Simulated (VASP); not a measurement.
Cost and result of VASP (PAW) for the bulk modulus of Pt (fcc). Static lattice, third-order Birch-Murnaghan fit over five volumes. The cost counts the five points of the equation of state, each on the mesh and cut-off of its row, so the ratios hold those differences too. With PBE it took about 60 core-seconds. Costs are core time on shared hosts, one run each; read them as rough ratios.

Measured: 289 GPa at 0 K (as given by H. Levämäki et al., Physical Review B (2014), arXiv:1402.3671; corrected for temperature and zero-point phonon effects).

```tsv
level	k-mesh	cut-off (eV)	bulk modulus (GPa)	error (%)	cost over PBE
LDA	16×16×16	520	307	+6.3	within a factor of 2
PBE	16×16×16	520	250	-13.5	reference
PBEsol	16×16×16	520	290	+0.4	within a factor of 2
r2SCAN	16×16×16	520	274	-5.2	about 7 times
SCAN	16×16×16	520	___	___	___
```

**Question.** Complete the blanks.

**Answer.** 
- SCAN, bulk modulus (GPa): 295
- SCAN, error (%): +2.0
- SCAN, cost over PBE: about 10 times

Left out are levels that failed, ran on another kind of processor or have no fit band path; at most nine are shown.

The compound is Pt in the fcc structure.
